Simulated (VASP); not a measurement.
# Mo8HS15 (a cell with a defect) in VASP: further runs, part 3 of 3

VASP 6.6.1. Earlier steps stand in the parts before.

### 4 Electric field gradients, PBE

This run's cell holds other atoms than the first one's.

The input, INCAR:

```
SYSTEM = TaMo7S16
  PREC = Accurate
  ENCUT = 520
  EDIFF = 1E-8
  ISMEAR = -1
  SIGMA = 0.01
  LREAL = Auto
  LASPH = .TRUE.
  NELM = 100
  ALGO = Fast
  ISIF = 2
  LWAVE = .FALSE.
  LCHARG = .FALSE.
  GGA = PE
  LEFG = .TRUE.
  NELECT = 204.0
  NBANDS = 120
```

The input, KPOINTS:

```
Automatic mesh
0
G
  4 4 2
  0 0 0
```

The input, POSCAR:

```
TaMo7S16
1.0
    6.3380000000      0.0000000000      0.0000000000
   -3.1690000000      5.4888690092      0.0000000000
    0.0000000000      0.0000000000     12.3240000000
Ta Mo S
1 7 16
Direct
    0.1666666666      0.3333333334      0.2500000000
    0.1666666666      0.8333333334      0.2500000000
    0.6666666666      0.3333333334      0.2500000000
    0.6666666666      0.8333333334      0.2500000000
    0.3333333334      0.1666666666      0.7500000000
    0.3333333334      0.6666666666      0.7500000000
    0.8333333334      0.1666666666      0.7500000000
    0.8333333334      0.6666666666      0.7500000000
    0.1666666666      0.3333333334      0.6230000000
    0.1666666666      0.8333333334      0.6230000000
    0.6666666666      0.3333333334      0.6230000000
    0.6666666666      0.8333333334      0.6230000000
    0.3333333334      0.1666666666      0.1230000000
    0.3333333334      0.6666666666      0.1230000000
    0.8333333334      0.1666666666      0.1230000000
    0.8333333334      0.6666666666      0.1230000000
    0.1666666666      0.3333333334      0.8770000000
    0.1666666666      0.8333333334      0.8770000000
    0.6666666666      0.3333333334      0.8770000000
    0.6666666666      0.8333333334      0.8770000000
    0.3333333334      0.1666666666      0.3770000000
    0.3333333334      0.6666666666      0.3770000000
    0.8333333334      0.1666666666      0.3770000000
    0.8333333334      0.6666666666      0.3770000000
```

Potentials or basis: VASP PAW PBE potentials, release 64 (Ta_pv, Mo_sv, S).

Command:

```bash
> cat potpaw_PBE.64/Ta_pv/POTCAR potpaw_PBE.64/Mo_sv/POTCAR potpaw_PBE.64/S/POTCAR > POTCAR
> mpirun -np 1 vasp_std > vasp.out
```

OUTCAR:

```text
SYSTEM = TaMo7S16
   PREC = Accurate
   ENCUT = 520
   EDIFF = 1E-8
   ISMEAR = -1
   LREAL = Auto
   LASPH = .TRUE.
   NELM = 100
   ISIF = 2
   GGA = PE
   NELECT = 204.0

 ion  position               nearest neighbor table
   1  0.167  0.333  0.250-  15 2.41  23 2.41  22 2.41  14 2.41  13 2.41  21 2.41   3 3.17   3 3.17
                             4 3.17   2 3.17   2 3.17   4 3.17
   2  0.167  0.833  0.250-  16 2.41  24 2.41  21 2.41  13 2.41  22 2.41  14 2.41   4 3.17   4 3.17
                             1 3.17   1 3.17   3 3.17   3 3.17
   3  0.667  0.333  0.250-  13 2.41  21 2.41  16 2.41  24 2.41  23 2.41  15 2.41   1 3.17   1 3.17
                             4 3.17   4 3.17   2 3.17   2 3.17
   4  0.667  0.833  0.250-  14 2.41  22 2.41  15 2.41  23 2.41  16 2.41  24 2.41   2 3.17   2 3.17
                             3 3.17   3 3.17   1 3.17   1 3.17
   5  0.333  0.167  0.750-  11 2.41  19 2.41  18 2.41  10 2.41   9 2.41  17 2.41   7 3.17   7 3.17
                             8 3.17   6 3.17   6 3.17   8 3.17
   6  0.333  0.667  0.750-  12 2.41  20 2.41  17 2.41   9 2.41  18 2.41  10 2.41   8 3.17   8 3.17
                             5 3.17   5 3.17   7 3.17   7 3.17
   7  0.833  0.167  0.750-   9 2.41  17 2.41  12 2.41  20 2.41  19 2.41  11 2.41   5 3.17   5 3.17
                             8 3.17   8 3.17   6 3.17   6 3.17
   8  0.833  0.667  0.750-  10 2.41  18 2.41  11 2.41  19 2.41  12 2.41  20 2.41   6 3.17   6 3.17
                             7 3.17   7 3.17   5 3.17   5 3.17
   9  0.167  0.333  0.623-   7 2.41   6 2.41   5 2.41
  10  0.167  0.833  0.623-   8 2.41   5 2.41   6 2.41
  11  0.667  0.333  0.623-   5 2.41   8 2.41   7 2.41
  12  0.667  0.833  0.623-   6 2.41   7 2.41   8 2.41
  13  0.333  0.167  0.123-   3 2.41   2 2.41   1 2.41
  14  0.333  0.667  0.123-   4 2.41   1 2.41   2 2.41
[... 8 lines left out ...]
  23  0.833  0.167  0.377-   1 2.41   4 2.41   3 2.41
  24  0.833  0.667  0.377-   2 2.41   3 2.41   4 2.41

  LATTYP: Found a hexagonal cell.
 ALAT       =     6.3380000000
[... 1172 lines left out ...]
     6.338000000  0.000000000  0.000000000     0.157778479  0.091093447  0.000000000
    -3.169000000  5.488869009  0.000000000     0.000000000  0.182186895  0.000000000
     0.000000000  0.000000000 12.324000000     0.000000000  0.000000000  0.081142486

 POSITION                                       TOTAL-FORCE (eV/Angst)
 -----------------------------------------------------------------------------------
     -0.00000      1.82962      3.08100         0.000000     -0.000000     -0.000000
     -1.58450      4.57406      3.08100        -0.025627     -0.014796     -0.000000
      3.16900      1.82962      3.08100         0.000000      0.029591     -0.000000
      1.58450      4.57406      3.08100         0.025627     -0.014796     -0.000000
      1.58450      0.91481      9.24300        -0.001071      0.000618     -0.000000
      0.00000      3.65925      9.24300         0.000000     -0.001237     -0.000000
[... 16 lines left out ...]
      4.75350      0.91481      4.64615        -0.350993     -0.202646      0.222545
      3.16900      3.65925      4.64615         0.000000     -0.000000     -0.104516
 -----------------------------------------------------------------------------------
    total drift:                               -0.000002      0.000001      0.000000

  FREE ENERGIE OF THE ION-ELECTRON SYSTEM (eV)
  ---------------------------------------------------
  free  energy   TOTEN  =      -182.3772214289 eV

  energy  without entropy=     -182.3749819697  energy(sigma->0) =     -182.37610170

 Electric field gradients (V/A^2)
---------------------------------------------------------------------
 ion       V_xx      V_yy      V_zz      V_xy      V_xz      V_yz
---------------------------------------------------------------------
   1      95.993    95.994  -191.988     0.001    -0.000     0.000
   2      46.557    29.609   -76.166    14.675    -0.000     0.000
   3      21.137    55.029   -76.166    -0.001    -0.000     0.000
   4      46.557    29.610   -76.166   -14.677    -0.000     0.000
   5      35.859    35.866   -71.724     0.006     0.000    -0.000
   6      35.870    35.854   -71.724    -0.001     0.000    -0.000
[... 16 lines left out ...]
  23       5.868    30.487   -36.355   -21.319    22.887    13.214
  24      25.477    25.477   -50.954     0.001    -0.000     0.000
---------------------------------------------------------------------

 Electric field gradients after diagonalization (V/A^2)
 (convention: |V_zz| > |V_xx| > |V_yy|)
----------------------------------------------------------------------
 ion       V_xx      V_yy      V_zz     asymmetry (V_yy - V_xx)/ V_zz
----------------------------------------------------------------------
   1      95.995    95.993  -191.988       0.000
   2      55.029    21.137   -76.166       0.445
   3      55.029    21.137   -76.166       0.445
   4      55.031    21.136   -76.166       0.445
   5      35.869    35.855   -71.724       0.000
   6      35.870    35.854   -71.724       0.000
[... 16 lines left out ...]
  23      42.795     8.970   -51.765       0.653
  24      25.478    25.476   -50.954       0.000
----------------------------------------------------------------------

           NMR quadrupolar parameters

 Cq : quadrupolar parameter    Cq=e*Q*V_zz/h
 eta: asymmetry parameters     (V_yy - V_xx)/ V_zz
 Q  : nuclear electric quadrupole moment in mb (millibarn)
----------------------------------------------------------------------
 ion       Cq(MHz)       eta       Q (mb)
----------------------------------------------------------------------
   1      -0.464       0.000       1.000
   2      -0.184       0.445       1.000
   3      -0.184       0.445       1.000
   4      -0.184       0.445       1.000
   5      -0.173       0.000       1.000
   6      -0.173       0.000       1.000
[... 16 lines left out ...]
  23      -0.125       0.653       1.000
  24      -0.123       0.000       1.000
----------------------------------------------------------------------
```

OSZICAR:

```text
N       E                     dE             d eps       ncg     rms          rms(c)
DAV:   1     0.194733656201E+04    0.19473E+04   -0.11269E+05  2104   0.162E+03
DAV:   2    -0.458794850228E+02   -0.19932E+04   -0.19389E+04  2280   0.417E+02
[... 15 lines left out ...]
RMM:  18    -0.182377221984E+03   -0.99673E-07   -0.26391E-05  2472   0.991E-03    0.430E-03
RMM:  19    -0.182377221523E+03    0.46095E-06   -0.66961E-06  2464   0.472E-03    0.216E-03
RMM:  20    -0.182377221458E+03    0.65636E-07   -0.20891E-06  2544   0.214E-03    0.132E-03
RMM:  21    -0.182377221458E+03   -0.53842E-09   -0.46697E-07  2403   0.103E-03    0.952E-04
RMM:  22    -0.182377221435E+03    0.23065E-07   -0.22816E-07  2145   0.690E-04    0.363E-04
RMM:  23    -0.182377221429E+03    0.62828E-08   -0.46291E-08  1611   0.337E-04
   1 F= -.18237722E+03 E0= -.18237610E+03  d E =-.223946E-02
```

stdout:

```text
POSCAR found type information on POSCAR TaMoS
 POSCAR found :  3 types and      24 ions
 scaLAPACK will be used
 LDA part: xc-table for (Slater+PW92), standard interpolation
 POSCAR, INCAR and KPOINTS ok, starting setup
 FFT: planning ... GRIDC
 FFT: planning ... GRID_SOFT
 FFT: planning ... GRID
 WAVECAR not read
 entering main loop
 the old and the new charge density differ
 old charge density:   205.00000 new  204.00000
    0.678E+01
ion   1

ion   2

ion   3

ion   4

ion   5

ion   6

ion   7

ion   8

ion   9

ion  10
     0.0000369    -0.0042303     0.0171427     2.6925614     0.0296920    -0.0024424
     0.0000508    -0.0042303     0.0171427     2.6925614     0.0296920    -0.0024424
     0.0000700    -0.0042303     0.0171427     2.6925614     0.0296920    -0.0024424
     0.0000964    -0.0042303     0.0171427     2.6925614     0.0296920    -0.0024424
[... 84 lines left out ...]
ion  23
     0.0000369     1.3928121    -0.8726770     2.2775732    -1.5115209     0.8041404
     0.0000508     1.3928121    -0.8726770     2.2775731    -1.5115209     0.8041404
     0.0000700     1.3928121    -0.8726770     2.2775731    -1.5115209     0.8041404
     0.0000964     1.3928121    -0.8726770     2.2775731    -1.5115208     0.8041404

     0.0000369    19.7270711   -12.2454619    29.4349300   -21.2097622    11.3894298
     0.0000508    19.7270371   -12.2454409    29.4348799   -21.2097257    11.3894102
     0.0000700    19.7269808   -12.2454059    29.4347966   -21.2096652    11.3893777
     0.0000964    19.7268879   -12.2453483    29.4346592   -21.2095654    11.3893240

ion  24
```

It took 20 min on 1 thread of Intel Xeon Platinum 8488C (Sapphire Rapids), shared host; peak memory 0.65 GiB.

What came out:

| Property | Result |
| --- | --- |
| Free energy | -182.3772 eV |
| Largest force | 0.462 eV/Å |
| Band gap on the k mesh | none (metal or under the smearing width) |

Forces on the atoms (eV/Å):
```
Ta   0.000  0.000  0.000
Mo  -0.026 -0.015  0.000
Mo   0.000  0.030  0.000
Mo   0.026 -0.015  0.000
Mo  -0.001  0.001  0.000
Mo   0.000 -0.001  0.000
Mo   0.001  0.001  0.000
Mo   0.000  0.000  0.000
S    0.000  0.000  0.189
S    0.011  0.006  0.182
S    0.000 -0.013  0.182
S   -0.011  0.006  0.182
S    0.351 -0.203 -0.223
S    0.000  0.405 -0.223
S   -0.351 -0.203 -0.223
S    0.000  0.000  0.105
S    0.000  0.000 -0.189
S    0.011  0.006 -0.182
S    0.000 -0.013 -0.182
S   -0.011  0.006 -0.182
S    0.351 -0.203  0.223
S    0.000  0.405  0.223
S   -0.351 -0.203  0.223
S    0.000  0.000 -0.105
```

Electric field gradients, principal values (V/Å²):
| atom | Vxx | Vyy | Vzz |
| --- | --- | --- | --- |
| 1 Ta | 95.993 | 95.995 | -191.988 |
| 2 Mo | 21.137 | 55.029 | -76.166 |
| 3 Mo | 21.137 | 55.029 | -76.166 |
| 4 Mo | 21.136 | 55.031 | -76.166 |
| 5 Mo | 35.855 | 35.869 | -71.724 |
| 6 Mo | 35.854 | 35.870 | -71.724 |
| 7 Mo | 35.854 | 35.870 | -71.724 |
| 8 Mo | 35.002 | 35.004 | -70.005 |
| 9 S | 23.101 | 23.102 | -46.204 |
| 10 S | 21.982 | 22.150 | -44.132 |
| 11 S | 21.982 | 22.150 | -44.132 |
| 12 S | 21.983 | 22.149 | -44.132 |
| 13 S | 8.969 | 42.796 | -51.765 |
| 14 S | 8.970 | 42.795 | -51.765 |
| 15 S | 8.970 | 42.795 | -51.765 |
| 16 S | 25.476 | 25.478 | -50.954 |
| 17 S | 23.101 | 23.102 | -46.204 |
| 18 S | 21.982 | 22.150 | -44.132 |
| 19 S | 21.982 | 22.150 | -44.132 |
| 20 S | 21.983 | 22.149 | -44.132 |
| 21 S | 8.969 | 42.796 | -51.765 |
| 22 S | 8.970 | 42.795 | -51.765 |
| 23 S | 8.970 | 42.795 | -51.765 |
| 24 S | 25.476 | 25.478 | -50.954 |

Caveat: the cell carries a net charge on a neutralising background, which shifts energy and pressure; the cell is charged against a uniform background, so pressure and absolute levels hang on convention. The run has no spin-orbit coupling, so splittings on Ta are missing.

### 5 Electric field gradients, PBE

This run's cell holds other atoms than the first one's.

The input, INCAR:

```
SYSTEM = Mo8AsS15
PREC     = Accurate       ! precision mode
ENCUT    = 520            ! plane-wave cutoff, eV
EDIFF    = 1E-8           ! SCF threshold, eV
ISMEAR   = -1             ! smearing method
SIGMA    = 0.01           ! smearing width, eV
LREAL    = Auto         
LASPH    = .TRUE.         ! aspherical terms in the spheres
NELM     = 100            ! most SCF steps
ALGO     = Fast           ! electronic algorithm
ISIF     = 2              ! what is computed and relaxed
LWAVE    = .FALSE.        ! write WAVECAR
LCHARG   = .FALSE.        ! write CHGCAR
GGA      = PE             ! functional
LEFG     = .TRUE.       
NELECT   = 208.0        
NBANDS   = 122            ! bands
```

KPOINTS is that of step 4.

Changes to POSCAR since step 4:

```diff
@@ -1,2 +1,2 @@
-TaMo7S16
+Mo8AsS15
 1.0
@@ -5,4 +5,4 @@
     0.0000000000      0.0000000000     12.3240000000
-Ta Mo S
-1 7 16
+Mo As S
+8 1 15
 Direct
```

Potentials or basis: VASP PAW PBE potentials, release 64 (Mo_sv, As, S).

Command:

```bash
> cat potpaw_PBE.64/Mo_sv/POTCAR potpaw_PBE.64/As/POTCAR potpaw_PBE.64/S/POTCAR > POTCAR
> mpirun -np 1 vasp_std > vasp.out
```

OUTCAR:

```text
SYSTEM = Mo8AsS15
   PREC = Accurate
   ENCUT = 520
   EDIFF = 1E-8
   ISMEAR = -1
   LREAL = Auto
   LASPH = .TRUE.
   NELM = 100
   ISIF = 2
   GGA = PE
   NELECT = 208.0

 ion  position               nearest neighbor table
   1  0.167  0.333  0.250-  15 2.41  23 2.41  22 2.41  14 2.41  13 2.41  21 2.41   3 3.17   3 3.17
                             4 3.17   2 3.17   2 3.17   4 3.17
   2  0.167  0.833  0.250-  16 2.41  24 2.41  21 2.41  13 2.41  22 2.41  14 2.41   4 3.17   4 3.17
                             1 3.17   1 3.17   3 3.17   3 3.17
   3  0.667  0.333  0.250-  13 2.41  21 2.41  16 2.41  24 2.41  23 2.41  15 2.41   1 3.17   1 3.17
                             4 3.17   4 3.17   2 3.17   2 3.17
   4  0.667  0.833  0.250-  14 2.41  22 2.41  15 2.41  23 2.41  16 2.41  24 2.41   2 3.17   2 3.17
                             3 3.17   3 3.17   1 3.17   1 3.17
   5  0.333  0.167  0.750-  11 2.41  19 2.41  18 2.41  10 2.41   9 2.41  17 2.41   7 3.17   7 3.17
                             8 3.17   6 3.17   6 3.17   8 3.17
   6  0.333  0.667  0.750-  12 2.41  20 2.41  17 2.41   9 2.41  18 2.41  10 2.41   8 3.17   8 3.17
                             5 3.17   5 3.17   7 3.17   7 3.17
   7  0.833  0.167  0.750-   9 2.41  17 2.41  12 2.41  20 2.41  19 2.41  11 2.41   5 3.17   5 3.17
                             8 3.17   8 3.17   6 3.17   6 3.17
   8  0.833  0.667  0.750-  10 2.41  18 2.41  11 2.41  19 2.41  12 2.41  20 2.41   6 3.17   6 3.17
                             7 3.17   7 3.17   5 3.17   5 3.17
[... 1248 lines left out ...]
 ion       V_xx      V_yy      V_zz      V_xy      V_xz      V_yz
---------------------------------------------------------------------
   1      41.191    41.190   -82.381    -0.001     0.000    -0.000
   2      40.068    39.810   -79.878     0.222    -1.369    -0.790
   3      39.682    40.196   -79.878    -0.001     0.000     1.580
   4      40.068    39.810   -79.878    -0.224     1.369    -0.790
   5      36.810    42.447   -79.257     4.882   -32.075    18.518
   6      45.267    33.990   -79.257    -0.001     0.000   -37.037
[... 16 lines left out ...]
  23      25.070    24.462   -49.532     0.527     1.865     1.077
  24      26.064    26.064   -52.128     0.001    -0.000     0.000
---------------------------------------------------------------------

 Electric field gradients after diagonalization (V/A^2)
 (convention: |V_zz| > |V_xx| > |V_yy|)
----------------------------------------------------------------------
 ion       V_xx      V_yy      V_zz     asymmetry (V_yy - V_xx)/ V_zz
----------------------------------------------------------------------
   1      41.192    41.190   -82.381       0.000
   2      40.216    39.682   -79.898       0.007
   3      40.216    39.682   -79.898       0.007
   4      40.218    39.681   -79.898       0.007
   5      45.265    45.028   -90.294       0.003
   6      45.267    45.027   -90.294       0.003
[... 16 lines left out ...]
  23      25.436    24.158   -49.594       0.026
  24      26.065    26.064   -52.128       0.000
----------------------------------------------------------------------

           NMR quadrupolar parameters

 Cq : quadrupolar parameter    Cq=e*Q*V_zz/h
 eta: asymmetry parameters     (V_yy - V_xx)/ V_zz
 Q  : nuclear electric quadrupole moment in mb (millibarn)
----------------------------------------------------------------------
 ion       Cq(MHz)       eta       Q (mb)
----------------------------------------------------------------------
   1      -0.199       0.000       1.000
   2      -0.193       0.007       1.000
   3      -0.193       0.007       1.000
   4      -0.193       0.007       1.000
   5      -0.218       0.003       1.000
   6      -0.218       0.003       1.000
[... 16 lines left out ...]
  23      -0.120       0.026       1.000
  24      -0.126       0.000       1.000
----------------------------------------------------------------------
```

OSZICAR:

```text
N       E                     dE             d eps       ncg     rms          rms(c)
DAV:   1     0.201515034458E+04    0.20152E+04   -0.11605E+05  2152   0.163E+03
DAV:   2    -0.270816783440E+02   -0.20422E+04   -0.19859E+04  2344   0.418E+02
DAV:   3    -0.172195782588E+03   -0.14511E+03   -0.14236E+03  2400   0.957E+01
[... 17 lines left out ...]
RMM:  21    -0.165455726935E+03   -0.18168E-06   -0.23258E-06  2406   0.113E-03    0.447E-04
RMM:  22    -0.165455727038E+03   -0.10283E-06   -0.11438E-06  2008   0.663E-04    0.295E-04
RMM:  23    -0.165455727092E+03   -0.54122E-07   -0.43256E-07  1577   0.363E-04    0.133E-04
RMM:  24    -0.165455727119E+03   -0.27318E-07   -0.22971E-07  1469   0.235E-04    0.152E-04
RMM:  25    -0.165455727128E+03   -0.88257E-08   -0.89215E-08  1322   0.176E-04
   1 F= -.16545573E+03 E0= -.16545573E+03  d E =-.838460E-09
```

It took 8.2 min on 1 thread of Intel Xeon 6975P-C (Granite Rapids), shared host; peak memory 0.65 GiB.

Results:

- Free energy: -165.4557 eV
- Largest force: 3.503 eV/Å
- Band gap on the k mesh: 0.37 eV, indirect (least direct gap 0.77 eV)

Forces on the atoms (eV/Å):
```
Mo   0.000  0.000 -0.027
Mo   0.011  0.006 -0.082
Mo   0.000 -0.012 -0.082
Mo  -0.011  0.006 -0.082
Mo   0.868 -0.501  1.280
Mo   0.000  1.002  1.280
Mo  -0.868 -0.501  1.280
Mo   0.000  0.000  0.104
As   0.000  0.000 -3.503
S   -0.001 -0.001 -0.035
S    0.000  0.001 -0.035
S    0.001 -0.001 -0.035
S   -0.002  0.001  0.021
S    0.000 -0.002  0.021
S    0.002  0.001  0.021
S    0.000  0.000  0.033
S    0.000  0.000 -0.139
S   -0.162 -0.093 -0.088
S    0.000  0.187 -0.088
S    0.162 -0.093 -0.088
S   -0.033  0.019  0.077
S    0.000 -0.039  0.077
S    0.033  0.019  0.077
S    0.000  0.000  0.014
```

Electric field gradients, principal values (V/Å²):
| atom | Vxx | Vyy | Vzz |
| --- | --- | --- | --- |
| 1 Mo | 41.190 | 41.192 | -82.381 |
| 2 Mo | 39.682 | 40.216 | -79.898 |
| 3 Mo | 39.682 | 40.216 | -79.898 |
| 4 Mo | 39.681 | 40.218 | -79.898 |
| 5 Mo | 45.028 | 45.265 | -90.294 |
| 6 Mo | 45.027 | 45.267 | -90.294 |
| 7 Mo | 45.027 | 45.267 | -90.294 |
| 8 Mo | 34.057 | 34.059 | -68.116 |
| 9 As | 65.698 | 65.699 | -131.397 |
| 10 S | 21.499 | 29.136 | -50.635 |
| 11 S | 21.499 | 29.136 | -50.635 |
| 12 S | 21.498 | 29.137 | -50.635 |
| 13 S | 25.578 | 26.520 | -52.098 |
| 14 S | 25.579 | 26.520 | -52.098 |
| 15 S | 25.579 | 26.520 | -52.098 |
| 16 S | 26.116 | 26.117 | -52.233 |
| 17 S | 23.175 | 23.176 | -46.350 |
| 18 S | 19.575 | 23.741 | -43.317 |
| 19 S | 19.575 | 23.741 | -43.317 |
| 20 S | 19.575 | 23.742 | -43.317 |
| 21 S | 24.159 | 25.435 | -49.594 |
| 22 S | 24.158 | 25.436 | -49.594 |
| 23 S | 24.158 | 25.436 | -49.594 |
| 24 S | 26.064 | 26.065 | -52.128 |

Caveat: the cell carries a net charge on a neutralising background, which shifts energy and pressure; the cell is charged against a uniform background, so pressure and absolute levels hang on convention.
